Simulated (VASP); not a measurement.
Calculation: PW91 GGA, VASP's PBE PAW potentials (set 64) (plane waves; VASP).

Input for VASP

KPOINTS:
```
Automatic
0
Gamma
  15 15 15
0 0 0
```

### POSCAR
```
W
1
   -1.5800000000     1.5800000000     1.5800000000
    1.5800000000    -1.5800000000     1.5800000000
    1.5800000000     1.5800000000    -1.5800000000
W
1
Direct
  0.0000000000   0.0000000000   0.0000000000
```

INCAR:
```
# general
SYSTEM =W
PREC   =Accurate
ENCUT  =400   # plane-wave cut-off (eV)
LREAL  =F
LASPH  =T   # aspherical one-centre terms

# electronic loop
EDIFF  =1E-6
NELM   =100   # most electronic steps
ALGO   =Normal
LMAXMIX=6

# smearing
ISMEAR =1   # Methfessel-Paxton
SIGMA  =0.1

# functional
GGA    =91

# ions
ISIF   =2   # forces and stress, cell fixed

# output
LWAVE  =F
LCHARG =F
```

POTCAR, in this order: W_sv (PBE.64 set). Program: vasp_std.

Unless said otherwise, spin-orbit coupling is left out, though it shifts the bands of the heavy elements here.

Question: Predict the energy per atom (σ→0), pressure, band gap (on the k-mesh).

Answer: 
| Property | Value |
|---|---|
| energy per atom (σ→0) | -12.833 eV/atom |
| band gap (on the k-mesh) | none (metal, semimetal or under 0.01 eV) |
| pressure | 9.57 GPa |

**OSZICAR**
```
...
DAV:   5    -0.134891957249E+02   -0.52358E-04   -0.52357E-04  2967   0.267E-01    0.216E+01
DAV:   6    -0.129707141071E+02    0.51848E+00   -0.61679E-01  2826   0.105E+01    0.856E+00
DAV:   7    -0.128372429430E+02    0.13347E+00   -0.31605E-01  2915   0.709E+00    0.617E-01
DAV:   8    -0.128326868134E+02    0.45561E-02   -0.35992E-03  2733   0.857E-01    0.130E-01
DAV:   9    -0.128327198278E+02   -0.33014E-04   -0.45032E-05  2976   0.862E-02    0.618E-02
DAV:  10    -0.128327167508E+02    0.30770E-05   -0.94391E-06  2853   0.468E-02    0.131E-02
DAV:  11    -0.128327171606E+02   -0.40987E-06   -0.12250E-07  1538   0.429E-03
   1 F= -.12832717E+02 E0= -.12832904E+02  d E =0.559178E-03
```

The compound is W in the bcc structure. The cell was not relaxed at this level. The run is one of a series of settings (GGA = 91 against the base run), some of them coarse on purpose.
